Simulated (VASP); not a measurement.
OSZICAR of a VASP run on SnO2 (rutile):

OSZICAR:
```
       N       E                     dE             d eps       ncg     rms          rms(c)
DAV:   1     0.690960681450E+03    0.69096E+03   -0.29170E+04  1589   0.289E+03
DAV:   2     0.617648787818E+02   -0.62920E+03   -0.60814E+03  1680   0.725E+02
DAV:   3    -0.395042265813E+02   -0.10127E+03   -0.99029E+02  1691   0.236E+02
DAV:   4    -0.449662402871E+02   -0.54620E+01   -0.54274E+01  1797   0.596E+01
DAV:   5    -0.451336851522E+02   -0.16744E+00   -0.16737E+00  1794   0.108E+01    0.148E+01
DAV:   6    -0.396783027266E+02    0.54554E+01   -0.21466E+01  2381   0.692E+01    0.575E+00
DAV:   7    -0.397364971085E+02   -0.58194E-01   -0.18389E+00  1614   0.804E+00    0.321E+00
DAV:   8    -0.396952009395E+02    0.41296E-01   -0.27860E-01  2188   0.492E+00    0.725E-01
DAV:   9    -0.396808598157E+02    0.14341E-01   -0.74006E-02  2304   0.384E+00    0.136E-01
DAV:  10    -0.396812890081E+02   -0.42919E-03   -0.49312E-03  2169   0.659E-01    0.427E-02
DAV:  11    -0.396813354746E+02   -0.46467E-04   -0.19626E-04  2310   0.148E-01    0.192E-02
DAV:  12    -0.396813371051E+02   -0.16306E-05   -0.11530E-05  1894   0.297E-02    0.131E-02
DAV:  13    -0.396813342632E+02    0.28420E-05   -0.12159E-05  1851   0.460E-02    0.239E-03
DAV:  14    -0.396813344002E+02   -0.13705E-06   -0.88883E-07  1094   0.876E-03
   1 F= -.39681334E+02 E0= -.39681334E+02  d E =-.396813E+02
```

Task: Which electronic solver shows in the log?

Result: It is blocked Davidson (ALGO = Normal, or the opening steps of other solvers). The INCAR had ALGO = Normal.

Task: Can the final energy be trusted as converged?

Result: The calculation finished and met its thresholds. It stopped with EDIFF = 1E-6, NELM = 100, NSW = 40 and EDIFFG = -0.02 after 1 ionic step (PBEsol GGA, plane waves, VASP's PBE PAW potentials (set 64)).

The compound is SnO2 in the rutile structure. It was relaxed first.
